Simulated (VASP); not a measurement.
The input files of a VASP run:

KPOINTS:
```
Automatic mesh
0
Gamma
  13 13 13
0 0 0
```

**INCAR**
```
ISIF = 3   ! ions, shape and volume
PREC = Accurate
SIGMA = 0.1   ! width (eV)
EDIFFG = -0.02   ! ionic stop
EDIFF = 1E-6   ! SCF stop (eV)
LCHARG = .FALSE.
LMAXMIX = 4   ! l cut-off of mixed one-centre charges
ALGO = Normal   ! blocked Davidson
SYSTEM = CoGa
ENCUT = 500   ! plane-wave cut-off (eV)
ISMEAR = 1   ! Methfessel-Paxton
LASPH = .TRUE.
IBRION = 2   ! conjugate gradients
LREAL = .FALSE.
NELM = 100   ! most electronic steps
PSTRESS = 300   ! kbar
LWAVE = .FALSE.
NSW = 40   ! most ionic steps
```

### POSCAR
```
CoGa
1
    2.7411246611     0.0000000000     0.0000000000
    0.0000000000     2.7411246611    -0.0000000000
   -0.0000000000     0.0000000000     2.7411246611
Ga Co
1 1
Direct
  0.5000000000   0.5000000000   0.5000000000
  0.0000000000   0.0000000000   0.0000000000
```

POTCAR, in this order: Ga_d Co (LDA.64 set). Program: vasp_std.

Problem. Translate this LDA calculation to Ansatz.

Solution. One equivalent input (not run):
Ansatz 0.2 input:
```yaml
crystal:
  lattice:
    - [2.7411247, 0.0000000, 0.0000000]
    - [0.0000000, 2.7411247, 0.0000000]
    - [0.0000000, 0.0000000, 2.7411247]
  atoms:
    - { symbol: Ga, position: [0.5000000, 0.5000000, 0.5000000] }
    - { symbol: Co, position: [0.0000000, 0.0000000, 0.0000000] }
kpoints:
  mp_grid: { grid: [13, 13, 13] }
hamiltonian:
  xc: lda
  pseudopotentials: { kind: paw }
scf:
  occupations: { method: methfessel_paxton, width: 0.1 }
  max_iter: 100
relax:
  max_steps: 40
  f_tol: 0.02
  cell: { p_target: 30 }
output: { forces: true, stress: true, eigenvalues: true }
```
Limits of the translation: each code has its own PAW files, so the cut-off isn't converted (ENCUT is set for VASP's; basis.ecutwfc is left out, and Ansatz then takes the one that its files recommend); Ansatz stops its SCF on the density residual and VASP on the energy change (EDIFF); Ansatz's lda is the Perdew-Wang form, while the LDA potentials of VASP carry Perdew-Zunger's.

The compound is CoGa in the CsCl type structure. This run relaxes it under an external pressure of 30 GPa. Symmetry was kept, so distortions that lower it aren't found.
